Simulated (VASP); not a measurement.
Calculation: PBEsol GGA, VASP's PBE PAW potentials (set 64) (plane waves; VASP).

VASP input:

### POSCAR
```
CuGaSe2
1
   -2.7333098176     2.7333098176     5.4240673070
    2.7333098176    -2.7333098176     5.4240673070
    2.7333098176     2.7333098176    -5.4240673070
Ga Cu Se
2 2 4
Direct
  0.5000000000   0.5000000000   0.0000000000
  0.2500000000   0.7500000000   0.5000000000
  0.0000000000   0.0000000000   0.0000000000
  0.7500000000   0.2500000000   0.5000000000
  0.8750000000   0.8834293688   0.5084293688
  0.1165706312   0.6250000000   0.9915706312
  0.3750000000   0.3665706312   0.4915706312
  0.6334293688   0.1250000000   0.0084293688
```

### INCAR
```
! general
SYSTEM  = CuGaSe2
PREC    = Accurate
ENCUT   = 500
LREAL   = .False.
LASPH   = .True.   ! aspherical one-centre terms

! electronic loop
EDIFF   = 1E-6
NELM    = 100
ALGO    = Normal
LMAXMIX = 4

! smearing
ISMEAR  = 0
SIGMA   = 0.05   ! width (eV)

! functional
GGA     = PS

! ions
IBRION  = 2
NSW     = 40   ! most ionic steps
ISIF    = 3
EDIFFG  = -0.02   ! ionic stop
PSTRESS = 100

! output
LWAVE   = .False.
LCHARG  = .False.
```

KPOINTS:
```
Automatic mesh
0
G
 6 6 6
0 0 0
```

POTCAR, in this order: Ga_d Cu Se (PBE.64 set). Program: vasp_std.

Output of the run:

OUTCAR:
```
 ion  position               nearest neighbor table
   1  0.500  0.500  0.000-   8 2.39   7 2.39   5 2.39   6 2.39
   2  0.250  0.750  0.500-   5 2.39   6 2.39   7 2.39   8 2.39
   3  0.000  0.000  0.000-   6 2.33   7 2.33   5 2.33   8 2.33
   4  0.750  0.250  0.500-   7 2.33   6 2.33   5 2.33   8 2.33
   5  0.875  0.883  0.508-   3 2.33   4 2.33   2 2.39   1 2.39
   6  0.117  0.625  0.992-   3 2.33   4 2.33   2 2.39   1 2.39
   7  0.375  0.367  0.492-   4 2.33   3 2.33   1 2.39   2 2.39
   8  0.633  0.125  0.008-   3 2.33   4 2.33   1 2.39   2 2.39
  LATTYP: Found a body centered tetragonal cell.
 ALAT       =     5.4666196352
 C/A-ratio  =     1.9844319411
 Subroutine PRICEL returns:
 Original cell was already a primitive cell.
 Subroutine GETGRP returns: Found  8 space group operations
The static configuration has the point symmetry S_4 .
 The point group associated with its full space group is D_2d.
The dynamic configuration has the point symmetry S_4 .
 Subroutine INISYM returns: Found  8 space group operations
 Subroutine IBZKPT returns following result:
 Found     30 irreducible k-points:

 Following reciprocal coordinates:
            Coordinates               Weight
  0.000000  0.000000  0.000000      1.000000
...
```

File OSZICAR:
```
       N       E                     dE             d eps       ncg     rms          rms(c)
DAV:   1     0.712757432882E+03    0.71276E+03   -0.31136E+04  2618   0.222E+03
DAV:   2     0.945476308400E+02   -0.61821E+03   -0.60205E+03  2668   0.574E+02
DAV:   3    -0.264144419761E+02   -0.12096E+03   -0.11721E+03  3135   0.215E+02
DAV:   4    -0.360362573898E+02   -0.96218E+01   -0.94917E+01  3525   0.600E+01
DAV:   5    -0.363746433242E+02   -0.33839E+00   -0.33680E+00  3677   0.120E+01    0.138E+01
DAV:   6    -0.366362826170E+02   -0.26164E+00   -0.46439E+01  3560   0.109E+02    0.102E+01
DAV:   7    -0.341460828817E+02    0.24902E+01   -0.10553E+01  3304   0.783E+01    0.397E+00
DAV:   8    -0.344026886160E+02   -0.25661E+00   -0.51289E+00  4120   0.283E+01    0.341E+00
DAV:   9    -0.342509945902E+02    0.15169E+00   -0.12157E+00  3746   0.194E+01    0.467E-01
DAV:  10    -0.342562707829E+02   -0.52762E-02   -0.67776E-02  4056   0.391E+00    0.308E-01
DAV:  11    -0.342559775861E+02    0.29320E-03   -0.18135E-02  3794   0.241E+00    0.122E-01
DAV:  12    -0.342558824442E+02    0.95142E-04   -0.24304E-03  3888   0.912E-01    0.123E-02
DAV:  13    -0.342559003103E+02   -0.17866E-04   -0.17790E-04  3831   0.162E-01    0.178E-02
DAV:  14    -0.342558980463E+02    0.22640E-05   -0.52131E-05  3576   0.145E-01    0.425E-03
DAV:  15    -0.342558980478E+02   -0.14725E-08   -0.51771E-06  2666   0.387E-02
   1 F= -.24138888E+02 E0= -.24138888E+02  d E =-.241389E+02
       N       E                     dE             d eps       ncg     rms          rms(c)
DAV:   1    -0.415862208375E+02   -0.73303E+01   -0.11714E+02  2724   0.178E+02    0.247E+01
DAV:   2    -0.412319717144E+02    0.35425E+00   -0.13152E+02  3049   0.199E+02    0.147E+01
DAV:   3    -0.336137012576E+02    0.76183E+01   -0.29628E+01  3480   0.121E+02    0.458E+00
DAV:   4    -0.339284283678E+02   -0.31473E+00   -0.15168E+01  4309   0.682E+01    0.671E+00
DAV:   5    -0.333513807462E+02    0.57705E+00   -0.57679E+00  3485   0.385E+01    0.136E+00
DAV:   6    -0.333635673232E+02   -0.12187E-01   -0.25215E-01  3826   0.696E+00    0.103E+00
DAV:   7    -0.333519107542E+02    0.11657E-01   -0.37609E-02  4247   0.248E+00    0.475E-01
DAV:   8    -0.333505461714E+02    0.13646E-02   -0.15054E-02  3583   0.147E+00    0.383E-01
DAV:   9    -0.333494633902E+02    0.10828E-02   -0.28332E-03  4149   0.805E-01    0.219E-01
DAV:  10    -0.333488344278E+02    0.62896E-03   -0.20518E-03  4213   0.999E-01    0.328E-02
DAV:  11    -0.333488910033E+02   -0.56576E-04   -0.68290E-04  3040   0.153E-01    0.343E-02
DAV:  12    -0.333488914617E+02   -0.45843E-06   -0.24150E-05  3477   0.378E-02    0.246E-02
DAV:  13    -0.333488832626E+02    0.81990E-05   -0.59119E-05  3488   0.147E-01    0.200E-02
DAV:  14    -0.333488834516E+02   -0.18899E-06   -0.87631E-06  2890   0.253E-02
   2 F= -.24141275E+02 E0= -.24141275E+02  d E =-.238698E-02
       N       E                     dE             d eps       ncg     rms          rms(c)
DAV:   1    -0.355404171659E+02   -0.21915E+01   -0.29772E+01  2634   0.997E+01    0.906E+00
DAV:   2    -0.343712124195E+02    0.11692E+01   -0.11150E+01  3144   0.876E+01    0.376E+00
DAV:   3    -0.340427864176E+02    0.32843E+00   -0.28111E+00  3466   0.340E+01    0.255E+00
DAV:   4    -0.339151373133E+02    0.12765E+00   -0.41004E-01  4117   0.844E+00    0.431E-01
DAV:   5    -0.339094270634E+02    0.57102E-02   -0.24517E-02  3020   0.124E+00    0.175E-01
DAV:   6    -0.339081061761E+02    0.13209E-02   -0.16789E-03  3320   0.478E-01    0.798E-02
DAV:   7    -0.339079653272E+02    0.14085E-03   -0.95390E-04  4289   0.397E-01    0.335E-02
DAV:   8    -0.339079756403E+02   -0.10313E-04   -0.12050E-04  3688   0.124E-01    0.285E-02
DAV:   9    -0.339079771373E+02   -0.14969E-05   -0.69563E-06  3081   0.310E-02    0.143E-02
DAV:  10    -0.339079779649E+02   -0.82767E-06   -0.13526E-06  1735   0.135E-02
   3 F= -.24264088E+02 E0= -.24264088E+02  d E =-.125201E+00
       N       E                     dE             d eps       ncg     rms          rms(c)
DAV:   1    -0.338993901596E+02    0.85870E-02   -0.12598E-02  2706   0.196E+00    0.204E-01
DAV:   2    -0.338989739586E+02    0.41620E-03   -0.70535E-03  2965   0.189E+00    0.998E-02
DAV:   3    -0.338986976645E+02    0.27629E-03   -0.17837E-03  3215   0.976E-01    0.496E-02
DAV:   4    -0.338986477242E+02    0.49940E-04   -0.13501E-04  3526   0.851E-02    0.182E-02
DAV:   5    -0.338986426480E+02    0.50763E-05   -0.30525E-05  3434   0.104E-01    0.429E-03
DAV:   6    -0.338986424264E+02    0.22153E-06   -0.29915E-06  2098   0.139E-02
   4 F= -.24264061E+02 E0= -.24264061E+02  d E =-.125174E+00
       N       E                     dE             d eps       ncg     rms          rms(c)
DAV:   1    -0.339204657639E+02   -0.21823E-01   -0.59777E-02  3178   0.406E+00    0.409E-01
DAV:   2    -0.339188383875E+02    0.16274E-02   -0.29273E-02  3048   0.374E+00    0.202E-01
DAV:   3    -0.339177689112E+02    0.10695E-02   -0.72265E-03  3226   0.193E+00    0.988E-02
DAV:   4    -0.339176011225E+02    0.16779E-03   -0.81016E-04  3866   0.199E-01    0.347E-02
DAV:   5    -0.339175781884E+02    0.22934E-04   -0.99521E-05  3620   0.179E-01    0.145E-02
DAV:   6    -0.339175727385E+02    0.54499E-05   -0.25953E-05  4077   0.437E-02    0.286E-03
DAV:   7    -0.339175727601E+02   -0.21583E-07   -0.28660E-06  2050   0.184E-02
   5 F= -.24264184E+02 E0= -.24264184E+02  d E =-.122167E-03
```

File OUTCAR:
```
------------------------ aborting loop because EDIFF is reached ----------------------------------------
  FORCE on cell =-STRESS in cart. coord.  units (eV):
  Direction    XX          YY          ZZ          XY          YZ          ZX
  --------------------------------------------------------------------------------------
  Total        9.5149983      9.5149983      9.5256489      0.0000000      0.0000000      0.0000000
  in kB       98.5664006     98.5664006     98.6767307      0.0000000      0.0000000      0.0000000
  external PRESSURE =      -1.3968227 kB  Pullay stress =     100.0000000 kB
  volume of cell :      154.66
      direct lattice vectors                 reciprocal lattice vectors
    -2.690804914  2.690804914  5.340304054     0.000000000  0.185818005  0.093627628
     2.690804914 -2.690804914  5.340304054     0.185818005  0.000000000  0.093627628
     2.690804914  2.690804914 -5.340304054     0.185818005  0.185818005  0.000000000
 POSITION                                       TOTAL-FORCE (eV/Angst)
 -----------------------------------------------------------------------------------
      0.00000      0.00000      5.34030        -0.000000     -0.000000      0.000000
      2.69080     -0.00000      2.67015        -0.000000     -0.000000     -0.000000
      0.00000      0.00000      0.00000        -0.000000     -0.000000     -0.000000
     -0.00000      2.69080      2.67015        -0.000000     -0.000000     -0.000000
      1.39247      1.34540      6.67538         0.013967     -0.000000     -0.000000
      4.03621      1.29833     -1.33508        -0.000000     -0.013967     -0.000000
      1.29833      1.34540      1.33508        -0.013967      0.000000     -0.000000
     -1.34540      1.39247      4.00523        -0.000000      0.013967     -0.000000
 -----------------------------------------------------------------------------------
    total drift:                                0.000001      0.000001      0.000001
  FREE ENERGIE OF THE ION-ELECTRON SYSTEM (eV)
  ---------------------------------------------------
  free  energy   TOTEN  =       -33.9175727601 eV

  energy  without entropy=      -33.9175727601  energy(sigma->0) =      -33.91757276
  enthalpy is  TOTEN    =       -24.2641835229 eV   P V=        9.6533892371

 reached required accuracy - stopping structural energy minimisation
```
(Selected blocks of OUTCAR.)

**CONTCAR**
```
CuGaSe2
   1.00000000000000
    -2.6908049141377313    2.6908049141377313    5.3403040543540348
     2.6908049141377313   -2.6908049141377313    5.3403040543540348
     2.6908049141377313    2.6908049141377313   -5.3403040543540348
  Ga              Cu              Se
     2     2     4
Direct
     0.5000000000000000    0.5000000000000000    0.0000000000000000
     0.2500000000000000    0.7500000000000000    0.5000000000000000
     0.0000000000000000    0.0000000000000000    0.0000000000000000
     0.7500000000000000    0.2500000000000000    0.5000000000000000
     0.8750000000000000    0.8837464200664622    0.5087464200664622
     0.1162535799335377    0.6250000000000000    0.9912535799335378
     0.3750000000000000    0.3662535799335376    0.4912535799335376
     0.6337464200664622    0.1250000000000000    0.0087464200664623
```

File OUTCAR:
```
 val. band max:        5.1703132562   @ k =   0.0000   0.0000   0.0000

 cond. band min:       5.8019047788   @ k =   0.0000   0.0000   0.0000


 Fermi energy:         5.4314303300

 k-point     1 :       0.0000    0.0000    0.0000
  band No.  band energies     occupation
      1     -10.6510      2.00000
      2     -10.6508      2.00000
      3     -10.6508      2.00000
      4     -10.4180      2.00000
      5     -10.3978      2.00000
      6     -10.3978      2.00000
      7     -10.3402      2.00000
      8     -10.3365      2.00000
      9     -10.3276      2.00000
     10     -10.3156      2.00000
     11     -10.2672      2.00000
     12      -8.1826      2.00000
     13      -8.1805      2.00000
     14      -8.1805      2.00000
     15      -3.1279      2.00000
     16      -1.7940      2.00000
     17      -0.6164      2.00000
     18      -0.2254      2.00000
     19      -0.1658      2.00000
     20       0.3711      2.00000
     21       0.3711      2.00000
     22       0.9945      2.00000
     23       0.9945      2.00000
     24       1.2577      2.00000
     25       1.2577      2.00000
     26       1.3283      2.00000
     27       2.3639      2.00000
     28       2.3711      2.00000
     29       2.5166      2.00000
     30       2.9092      2.00000
     31       2.9265      2.00000
     32       2.9265      2.00000
     33       3.0487      2.00000
     34       5.0747      2.00000
     35       5.0747      2.00000
     36       5.1703      2.00000
     37       5.8019      0.00000
     38       6.7445      0.00000
     39       7.3280      0.00000
     40       9.1248      0.00000
     41       9.1248      0.00000
     42       9.4032      0.00000
     43       9.9614      0.00000

 k-point     2 :       0.1667    0.0000   -0.0000
  band No.  band energies     occupation
      1     -10.6665      2.00000
      2     -10.6538      2.00000
      3     -10.6452      2.00000
      4     -10.4572      2.00000
      5     -10.4110      2.00000
...
```

Energy and stress use the plane-wave basis of the starting cell.

The compound is CuGaSe2 in the chalcopyrite structure. This run relaxes it under an external pressure of 10 GPa. Symmetry was kept, so distortions that lower it aren't found.
